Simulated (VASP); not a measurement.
```yaml
crystal:
  lattice:
    - [0.00000, 2.83195, 2.91691]
    - [2.91691, 0.00000, 2.91691]
    - [2.91691, 2.83195, 0.00000]
  atoms:
    - { symbol: Ge, position: [0.00000, 0.00000, 0.00000] }
    - { symbol: Ge, position: [0.25000, 0.25000, 0.25000] }
```

Computed with PBEsol GGA, VASP's PBE PAW potentials (set 64) (plane waves; VASP). Numerical set-up: 480 eV cut-off, 10×10×10 Γ-centred mesh, first-order Methfessel-Paxton smearing of 0.10 eV, potentials Ge_d.

Question: Give the stress tensor in GPa (positive for a compressed cell).

Answer: 
```
-4.00   0.00   0.00
 0.00  -2.10   0.00
 0.00   0.00  -4.00
```
The pressure is its mean diagonal, -3.36 GPa.

The compound is Ge in the diamond structure. This cell was strained or had an atom moved on purpose.
